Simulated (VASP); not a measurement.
Level of theory: PBE GGA, VASP's PBE PAW potentials (set 64) (plane waves; VASP).

Input for VASP

INCAR:
```
SYSTEM = TiB2
PREC = Accurate
ENCUT = 600
EDIFF = 1E-7
NELM = 100
ALGO = Normal
LREAL = .FALSE.
LASPH = .TRUE.
ISMEAR = 1
SIGMA = 0.1
GGA = PE
LMAXMIX = 4
LWAVE = .FALSE.
LCHARG = .FALSE.
ISIF = 2
```

POSCAR:
```
TiB2
1.0
  1.5155072911  -2.6249356539   0.0000000000
  1.5155072911   2.6249356539   0.0000000000
  0.0000000000   0.0000000000   3.2281552472
Ti B
1 2
Cart
  0.0000000000   0.0000000000   0.0000000000
  1.5155072911   0.8749803013   1.6140776236
  1.5155072911  -0.8749803013   1.6140776236
```

File KPOINTS:
```
Automatic mesh
0
Gamma
10 10 10
0 0 0
```

POTCAR, in this order: Ti_sv B (PBE.64 set). Program: vasp_std.

Problem. Predict the energy per atom (σ→0), band gap (on the k-mesh).

Solution. 
The energy per atom (σ→0) is -8.142 eV/atom and the band gap (on the k-mesh) is none (metal, semimetal or under 0.01 eV).

**OSZICAR**
```
...
DAV:   8    -0.244358321010E+02   -0.93889E-02   -0.17317E-01  3129   0.383E+00    0.770E-01
DAV:   9    -0.244284844357E+02    0.73477E-02   -0.77179E-02  2885   0.369E+00    0.304E-01
DAV:  10    -0.244275793355E+02    0.90510E-03   -0.55581E-03  2756   0.103E+00    0.630E-02
DAV:  11    -0.244275919698E+02   -0.12634E-04   -0.41168E-04  3093   0.266E-01    0.516E-02
DAV:  12    -0.244275729613E+02    0.19008E-04   -0.13033E-04  2804   0.157E-01    0.952E-03
DAV:  13    -0.244275724617E+02    0.49961E-06   -0.97526E-06  2765   0.405E-02    0.251E-03
DAV:  14    -0.244275724276E+02    0.34096E-07   -0.37921E-07  2479   0.764E-03
   1 F= -.24427572E+02 E0= -.24427278E+02  d E =-.884658E-03
```

The compound is TiB2 in the AlB2 type structure. It was relaxed first.
